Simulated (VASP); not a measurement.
Consider the following.

```xyz
8
Lattice="6.0761 0.0000 0.0000 0.0000 6.0761 0.0000 0.0000 0.0000 6.0761" Properties=species:S:1:pos:R:3 pbc="T T T"
In     0.0000     0.0000     0.0000
In     3.0381     3.0381     0.0000
In     3.0381     0.0000     3.0381
As     1.4588     1.5793     1.5793
As     4.6173     4.4969     1.5793
As     4.6173     1.5793     4.4969
As     1.4588     4.4969     4.4969
Ga     0.0000     3.0381     3.0381
```

The numbers are results of PBE GGA, VASP's PBE PAW potentials (set 64) (plane waves; VASP), not measurements. Numerical set-up: 400 eV cut-off, Gaussian smearing of 0.050 eV, potentials In_d As Ga_d.

Question: Give the energies of bands 29 to 42 at the high-symmetry points, in eV from the Fermi level.

Answer: 
| band | Γ | X | M | R |
|---|---|---|---|---|
| 29 | -2.29 | -2.83 | -2.76 | -1.15 |
| 30 | -2.29 | -2.77 | -2.76 | -1.15 |
| 31 | -2.10 | -2.73 | -2.63 | -1.15 |
| 32 | -2.10 | -2.73 | -2.59 | -0.83 |
| 33 | -2.10 | -1.46 | -1.10 | -0.83 |
| 34 | -0.44 | -1.46 | -1.10 | -0.83 |
| 35 | 0.00 | -1.18 | -0.98 | -0.73 |
| 36 | 0.00 | -1.18 | -0.70 | -0.73 |
| 37 | 0.00 | 2.14 | 2.21 | 0.47 |
| 38 | 1.65 | 2.22 | 2.23 | 0.92 |
| 39 | 1.65 | 2.67 | 2.70 | 0.92 |
| 40 | 1.65 | 2.83 | 2.70 | 0.92 |
| 41 | 1.88 | 4.01 | 4.71 | 4.48 |
| 42 | 1.88 | 4.05 | 4.88 | 4.51 |

It has no gap at this level: it comes out as a metal or semimetal.

The structure was generated: GaIn3As4 was put into an ordered model structure (P-43m), which need not be its known phase. It was relaxed first, which changed the volume by +6 %.
